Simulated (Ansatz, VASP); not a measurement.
**MoN2: VASP beside Ansatz**

The input INCAR:

```
PREC = Accurate
ENCUT = 520
EDIFF = 1E-6
ISMEAR = -1
SIGMA = 0.05
LREAL = False
LASPH = True
NELM = 80
ALGO = Normal
ISIF = 2
LWAVE = False
LCHARG = False
NBANDS = 33
```

KPOINTS

```
Automatic mesh
0
Gamma
  6 6 10
```

Contents of POSCAR:

```
MoN2
1.0
    4.3480530000      0.0000000000      0.0000000000
    0.0000000000      4.3480530000      0.0000000000
    0.0000000000      0.0000000000      2.7674600000
Mo N
2 4
Direct
    0.0000000000      0.0000000000      0.0000000000
    0.5000000000      0.5000000000      0.0000000000
    0.6116470000      0.8883530000      0.5000000000
    0.3883530000      0.1116470000      0.5000000000
    0.1116470000      0.6116470000      0.5000000000
    0.8883530000      0.3883530000      0.5000000000
```

File input.yaml:

```yaml
crystal:
  lattice:
    - [4.348053, 0.0, 0.0]
    - [0.0, 4.348053, 0.0]
    - [0.0, 0.0, 2.76746]
  atoms:
    - { symbol: Mo, position: [0.0, 0.0, 0.0] }
    - { symbol: Mo, position: [0.5, 0.5, 0.0] }
    - { symbol: "N", position: [0.611647, 0.888353, 0.5] }
    - { symbol: "N", position: [0.388353, 0.111647, 0.5] }
    - { symbol: "N", position: [0.111647, 0.611647, 0.5] }
    - { symbol: "N", position: [0.888353, 0.388353, 0.5] }
hamiltonian:
  xc: lda
  pseudopotentials: { kind: paw }
kpoints:
  mp_grid: { grid: [6, 6, 10] }
  band_path:
    path:
      - [[0.0, 0.0, 0.0], [0.0, 0.5, 0.0], [0.5, 0.5, 0.0], [0.0, 0.0, 0.0], [0.0, 0.0, 0.5], [0.0, 0.5, 0.5], [0.5, 0.5, 0.5], [0.0, 0.0, 0.5]]
      - [[0.0, 0.5, 0.0], [0.0, 0.5, 0.5]]
      - [[0.5, 0.5, 0.0], [0.5, 0.5, 0.5]]
    npoints: 14
scf:
  occupations: { method: fermi_dirac, width: 0.05 }
  n_extra_bands: 15
output:
  forces: true
  stress: true
  eigenvalues: true
  fatbands: true
  write_density: true
  write_potential: true
  elf: true
  volumetric_format: npy
```

Measurements of this composition are mostly on another form, of space group No. 160.

Alike in both runs: functional LDA; k mesh 6 × 6 × 10; occupations fermi-dirac, width 0.05 eV; no spin polarisation.

|  | VASP | Ansatz |
| --- | --- | --- |
| version | VASP 6.6.1 | Ansatz 0.2.0 |
| potentials or method | VASP PAW LDA potentials, release 64 (Mo_sv, N) | Ansatz PAW |
| plane-wave cutoff (eV) | 520 | 420 |
| valence electrons in the cell | 48 | 48 |
| task | single point | band structure |

|  | VASP | Ansatz | Ansatz less VASP |
| --- | --- | --- | --- |
| gap on the k mesh at the Fermi level (eV) | none | none | - |
| pressure (GPa) | -19.6 | -21.1 | -1.49 |
| largest component of the traceless stress (GPa) | 1.04 | 0.63 | -0.411 |
| rms of the force components (eV/Å) | 0.014 | 0.098 | +0.0838 |

Atom by atom the forces differ by 0.084 eV/Å (rms over components). A gap of «none» marks a metal or a gap that the smearing closes.

Caveats: so large a pressure means that the cell lies far from this level's equilibrium, or that cutoff or potentials fall short (VASP); the pressure holds a Pulay correction of +0.9 GPa for the finite cutoff (Ansatz); the PAW data sets come from PBE, with cores solved anew for the run's functional, which leaves a small shift of forces and pressure (Ansatz).
